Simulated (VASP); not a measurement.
Consider the following.

```
CoSi2
1.0
    0.00000     2.65582     2.65582
    2.65582     0.00000     2.65582
    2.65582     2.65582     0.00000
Co Si
1 2
Cartesian
  0.00000   0.00000   0.10000
  1.32791   1.32791   1.32791
  3.98374   3.98374   3.98374
```

These are PBEsol GGA, VASP's PBE PAW potentials (set 64) (plane waves; VASP) values and carry that method's errors. Numerical set-up: 480 eV cut-off, 10×10×10 Γ-centred mesh, first-order Methfessel-Paxton smearing of 0.10 eV, potentials Co Si.

Task: Which forces act on the atoms, in eV/Å?

Result: 
```json
[
 {"atom": "Co1", "Fx": "0.000", "Fy": "0.000", "Fz": "-1.279"},
 {"atom": "Si2", "Fx": "0.000", "Fy": "0.000", "Fz": "0.640"},
 {"atom": "Si3", "Fx": "0.000", "Fy": "0.000", "Fz": "0.640"}
]
```

Task: Give the stress tensor in GPa (positive for a compressed cell).

Result: 
```
1.14  0.00  0.00
0.00  1.14  0.00
0.00  0.00  0.69
```
The pressure is its mean diagonal, 0.99 GPa.

The compound is CoSi2 in the fluorite structure. This cell was strained or had an atom moved on purpose. The run is not spin-polarised, so no magnetic state was tried. The electron count is odd and the run is not spin-polarised, which forces a metal.
